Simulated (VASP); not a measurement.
Consider the following.

```yaml
crystal:
  lattice:
    - [1.83597, -3.22060, 0.00000]
    - [1.83597, 3.22060, 0.00000]
    - [0.00000, 0.00000, 5.95758]
  atoms:
    - { symbol: Zr, position: [0.00000, 0.00000, 0.00000] }
    - { symbol: S, position: [0.33333, 0.66667, 0.25000] }
    - { symbol: S, position: [0.67998, 0.34664, 0.75000] }
```

Method: PW91 GGA, VASP's PBE PAW potentials (set 64) (plane waves; VASP). Settings: 400 eV cut-off, 6×6×4 Γ-centred mesh, Gaussian smearing of 0.050 eV, potentials Zr_sv S.

### Question
Give the force on each atom (eV/Å).

### Answer

```csv
atom,Fx,Fy,Fz
Zr1,0.042,0.009,0.016
S2,0.131,0.030,-0.546
S3,-0.173,-0.039,0.530
```

### Question
Give the stress tensor in GPa (positive for a compressed cell).

### Answer

```
-1.36   0.27   1.00
 0.27  -2.78   0.25
 1.00   0.25  -2.36
```
The pressure is its mean diagonal, -2.17 GPa.

The compound is ZrS2 in the 1T layered structure. The cell was not relaxed at this level, atoms are displaced from their ideal sites. The run is one of a series of settings (GGA = 91 against the base run), some of them coarse on purpose.
